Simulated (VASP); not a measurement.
Method: TPSS meta-GGA, VASP's PBE PAW potentials (set 64) (plane waves; VASP 6.6.1).

Input for VASP

INCAR:
```
LORBIT=11   ! lm-projected
LMIXTAU=T
PREC=Accurate
ALGO=Normal   ! blocked Davidson
LREAL=F   ! projection in real space or not
METAGGA=TPSS
ISMEAR=-5   ! tetrahedra, Bloechl
SYSTEM=ZrB2
LCHARG=F
ISIF=2   ! forces and stress, cell fixed
LASPH=T   ! aspherical one-centre terms
ENCUT=520
NEDOS=601   ! DOS grid
LWAVE=F
NELM=100
LEFG=T
EDIFF=1E-7
LMAXMIX=4   ! l cut-off of mixed one-centre charges
```

POSCAR:
```
ZrB2
1
    1.5830932333    -2.7419983815    -0.0000000000
    1.5830932333     2.7419983815     0.0000000000
    0.0000000000     0.0000000000     3.5274195883
Zr B
1 2
Direct
  0.0000000000   0.0000000000   0.0000000000
  0.3333330000   0.6666670000   0.5000000000
  0.6666670000   0.3333330000   0.5000000000
```

### KPOINTS_OPT
```
k-points along high-symmetry lines
6
Line-mode
Reciprocal
  0.000000   0.000000   0.000000 ! GAMMA
 -0.000000   0.500000   0.000000 ! M

 -0.000000   0.500000   0.000000 ! M
 -0.333333   0.666667   0.000000 ! K

 -0.333333   0.666667   0.000000 ! K
  0.000000   0.000000   0.000000 ! GAMMA

  0.000000   0.000000   0.000000 ! GAMMA
  0.000000   0.000000   0.500000 ! A

  0.000000   0.000000   0.500000 ! A
 -0.000000   0.500000   0.500000 ! L

 -0.000000   0.500000   0.500000 ! L
 -0.333333   0.666667   0.500000 ! H

 -0.333333   0.666667   0.500000 ! H
  0.000000   0.000000   0.500000 ! A

 -0.000000   0.500000   0.500000 ! L
 -0.000000   0.500000   0.000000 ! M

 -0.333333   0.666667   0.500000 ! H
 -0.333333   0.666667   0.000000 ! K
```

**KPOINTS**
```
Automatic mesh
0
Gamma
12 12 10
0 0 0
```

POTCAR, in this order: Zr_sv B (PBE.64 set). Program: vasp_std.

The resulting files:

**OUTCAR**
```
 ion  position               nearest neighbor table
   1  0.000  0.000  0.000-   2 2.54   3 2.54   2 2.54   3 2.54   3 2.54   3 2.54   2 2.54   2 2.54
                             3 2.54   3 2.54   2 2.54   2 2.54
   2  0.333  0.667  0.500-   3 1.83   3 1.83   3 1.83   1 2.54   1 2.54   1 2.54   1 2.54   1 2.54
                             1 2.54
   3  0.667  0.333  0.500-   2 1.83   2 1.83   2 1.83   1 2.54   1 2.54   1 2.54   1 2.54   1 2.54
                             1 2.54
  LATTYP: Found a hexagonal cell.
 ALAT       =     3.1661868722
 C/A-ratio  =     1.1140907757
 Subroutine PRICEL returns:
 Original cell was already a primitive cell.
 Subroutine GETGRP returns: Found 24 space group operations
The static configuration has the point symmetry D_6h.
The dynamic configuration has the point symmetry D_6h.
 Subroutine INISYM returns: Found 24 space group operations
 Subroutine IBZKPT returns following result:
 Found    114 irreducible k-points:

 Following reciprocal coordinates:
            Coordinates               Weight
  0.000000  0.000000  0.000000      1.000000
  0.083333 -0.000000  0.000000      6.000000
  0.166667 -0.000000  0.000000      6.000000
  0.250000 -0.000000  0.000000      6.000000
  0.333333  0.000000  0.000000      6.000000
  0.416667  0.000000  0.000000      6.000000
  0.500000 -0.000000  0.000000      3.000000
  0.083333  0.083333  0.000000      6.000000
  0.166667  0.083333  0.000000     12.000000
  0.250000  0.083333  0.000000     12.000000
  0.333333  0.083333  0.000000     12.000000
  0.416667  0.083333  0.000000     12.000000
  0.166667  0.166667  0.000000      6.000000
  0.250000  0.166667  0.000000     12.000000
  0.333333  0.166667  0.000000     12.000000
  0.416667  0.166667  0.000000      6.000000
  0.250000  0.250000  0.000000      6.000000
  0.333333  0.250000  0.000000     12.000000
  0.333333  0.333333  0.000000      2.000000
  0.000000  0.000000  0.100000      2.000000
  0.083333 -0.000000  0.100000     12.000000
  0.166667 -0.000000  0.100000     12.000000
  0.250000 -0.000000  0.100000     12.000000
  0.333333  0.000000  0.100000     12.000000
  0.416667  0.000000  0.100000     12.000000
  0.500000 -0.000000  0.100000      6.000000
  0.083333  0.083333  0.100000     12.000000
  0.166667  0.083333  0.100000     24.000000
  0.250000  0.083333  0.100000     24.000000
  0.333333  0.083333  0.100000     24.000000
  0.416667  0.083333  0.100000     24.000000
  0.166667  0.166667  0.100000     12.000000
  0.250000  0.166667  0.100000     24.000000
  0.333333  0.166667  0.100000     24.000000
  0.416667  0.166667  0.100000     12.000000
  0.250000  0.250000  0.100000     12.000000
  0.333333  0.250000  0.100000     24.000000
  0.333333  0.333333  0.100000      4.000000
  0.000000  0.000000  0.200000      2.000000
  0.083333 -0.000000  0.200000     12.000000
   k-points           NKPTS =    114   k-points in BZ     NKDIM =    114   number of bands    NBANDS=     13
   number of dos      NEDOS =    601   number of ions     NIONS =      3
   total plane-waves  NPLWV =  16128
   dimension x,y,z NGX =    24 NGY =   24 NGZ =   28
   dimension x,y,z NGXF=    48 NGYF=   48 NGZF=   56
   ions per type =               1   2
   PREC   = accura    normal or accurate (medium, high low for compatibility)
   ISTART =      0    job   : 0-new  1-cont  2-samecut
   ICHARG =      2    charge: 1-file 2-atom 10-const
   ISPIN  =      1    spin polarized calculation?
   LNONCOLLINEAR =      F non collinear calculations
   LSORBIT =      F    spin-orbit coupling
   INIWAV =      1    electr: 0-lowe 1-rand  2-diag
   ENCUT  =  520.0 eV  38.22 Ry    6.18 a.u.   5.89  5.89  6.56*2*pi/ulx,y,z
...
```

### OSZICAR
```
       N       E                     dE             d eps       ncg     rms          rms(c)
DAV:   1     0.446473238935E+03    0.44647E+03   -0.62784E+07  2964   0.114E+08
DAV:   2    -0.428205408697E+05   -0.43267E+05   -0.41103E+05  5752   0.774E+02
DAV:   3    -0.839338122653E+03    0.41981E+05   -0.30463E+04  4872   0.908E+03
DAV:   4    -0.191796988367E+04   -0.10786E+04   -0.17569E+04  5344   0.710E+02
DAV:   5    -0.241210177023E+04   -0.49413E+03   -0.29415E+04  5211   0.132E+03    0.749E+01
DAV:   6    -0.292175137116E+02    0.23829E+04   -0.17003E+03  3386   0.370E+02    0.152E+01
DAV:   7    -0.362043895990E+02   -0.69869E+01   -0.58219E+01  3767   0.619E+01    0.119E+01
DAV:   8    -0.357339855090E+02    0.47040E+00   -0.87458E+00  4346   0.205E+01    0.284E+00
DAV:   9    -0.361196409407E+02   -0.38566E+00   -0.35797E+00  3692   0.183E+01    0.601E+00
DAV:  10    -0.360199674706E+02    0.99673E-01   -0.12765E+00  3304   0.130E+01    0.169E+00
DAV:  11    -0.361656108212E+02   -0.14564E+00   -0.32518E-01  3637   0.457E+00    0.104E+00
DAV:  12    -0.361551849448E+02    0.10426E-01   -0.24111E-02  4079   0.133E+00    0.513E-01
DAV:  13    -0.361271807164E+02    0.28004E-01   -0.26464E-02  3014   0.263E+00    0.249E-01
DAV:  14    -0.361653621026E+02   -0.38181E-01   -0.39360E-02  2974   0.298E+00    0.113E-01
DAV:  15    -0.361657017868E+02   -0.33968E-03   -0.71915E-04  3846   0.256E-01    0.380E-02
DAV:  16    -0.361647853799E+02    0.91641E-03   -0.76979E-04  3094   0.371E-01    0.148E-02
DAV:  17    -0.361648779114E+02   -0.92531E-04   -0.42742E-05  3830   0.809E-02    0.162E-02
DAV:  18    -0.361648694735E+02    0.84379E-05   -0.11429E-05  3300   0.388E-02    0.107E-02
DAV:  19    -0.361648810864E+02   -0.11613E-04   -0.66503E-06  3359   0.295E-02    0.310E-03
DAV:  20    -0.361648812989E+02   -0.21251E-06   -0.65512E-07  4369   0.886E-03    0.139E-03
DAV:  21    -0.361648816020E+02   -0.30317E-06   -0.48674E-08  1832   0.307E-03    0.677E-04
DAV:  22    -0.361648817765E+02   -0.17442E-06   -0.13244E-08  1717   0.148E-03    0.228E-04
DAV:  23    -0.361648819242E+02   -0.14778E-06   -0.66510E-09  1667   0.105E-03    0.890E-05
DAV:  24    -0.361648820347E+02   -0.11044E-06   -0.16638E-09  1617   0.350E-04    0.726E-05
DAV:  25    -0.361648820369E+02   -0.21789E-08   -0.37395E-10  1597   0.190E-04
   1 F= -.36164882E+02 E0= -.36164882E+02  d E =0.000000E+00
       N       E                     dE             ncg
```

File OUTCAR:
```
------------------------ aborting loop because EDIFF is reached ----------------------------------------
  FORCE on cell =-STRESS in cart. coord.  units (eV):
  Direction    XX          YY          ZZ          XY          YZ          ZX
  --------------------------------------------------------------------------------------
  Total        0.0128834      0.0128834     -0.0830162      0.0000000      0.0000000      0.0000000
  in kB        0.6740333      0.6740335     -4.3432276      0.0000000      0.0000000      0.0000000
  external PRESSURE =      -0.9983869 kB  Pullay stress =       0.0000000 kB
  volume of cell :       30.62
      direct lattice vectors                 reciprocal lattice vectors
     1.583093233 -2.741998382  0.000000000     0.315837368 -0.182348758  0.000000000
     1.583093233  2.741998382  0.000000000     0.315837368  0.182348758  0.000000000
     0.000000000  0.000000000  3.527419588     0.000000000  0.000000000  0.283493351
 POSITION                                       TOTAL-FORCE (eV/Angst)
 -----------------------------------------------------------------------------------
      0.00000      0.00000      0.00000        -0.000000      0.000000      0.000000
      1.58309      0.91400      1.76371        -0.000000     -0.000000      0.000000
      1.58309     -0.91400      1.76371         0.000000      0.000000     -0.000000
 -----------------------------------------------------------------------------------
    total drift:                                0.000000     -0.000000      0.000000
  FREE ENERGIE OF THE ION-ELECTRON SYSTEM (eV)
  ---------------------------------------------------
  free  energy   TOTEN  =       -36.1648820369 eV

  energy  without entropy=      -36.1648820369  energy(sigma->0) =      -36.16488204

 total charge

# of ion       s       p       d       tot
------------------------------------------
    1        2.164   6.022   1.755   9.941
    2        0.678   1.240   0.000   1.919
    3        0.678   1.240   0.000   1.919
--------------------------------------------------
tot          3.521   8.503   1.755  13.779

 Electric field gradients after diagonalization (V/A^2)
 (convention: |V_zz| > |V_xx| > |V_yy|)
----------------------------------------------------------------------
 ion       V_xx      V_yy      V_zz     asymmetry (V_yy - V_xx)/ V_zz
----------------------------------------------------------------------
   1     -21.188   -21.184    42.372       0.000
   2      -0.773    -0.773     1.546       0.000
   3      -0.773    -0.773     1.546       0.000
```
(Selected blocks of OUTCAR.)

For a metal the tetrahedron method with Blöchl corrections gives inexact stress and forces.

The compound is ZrB2 in the AlB2 type structure. It was relaxed first.
